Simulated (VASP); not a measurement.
Here is the system:

```xyz
2
Lattice="2.8400 0.0000 0.0000 0.0000 2.8400 0.0000 0.0000 0.0000 2.8400" Properties=species:S:1:pos:R:3 pbc="T T T"
Sr     0.0000     0.0000     0.0000
O      1.4200     1.4200     1.4200
```

All values below come from PBEsol GGA, VASP's PBE PAW potentials (set 64) (plane waves; VASP). Settings: 620 eV cut-off, 9×9×9 Γ-centred mesh, Gaussian smearing of 0.050 eV, potentials Sr_sv O.

Q: What does the run give for the energy per atom (σ→0), pressure, band gap (on the k-mesh) with the smallest direct gap where there is one?

A: 
```yaml
band gap (on the k-mesh): 2.25 eV
smallest direct gap (on the k-mesh): 2.25 eV
energy per atom (σ→0): -5.577 eV/atom
pressure: 44.95 GPa
```

Only differences to runs with the same potentials and settings are physical.

The structure was generated: SrO was put into the CsCl type type (Pm-3m), which need not be its known phase. It was relaxed first under an external pressure of 45 GPa.
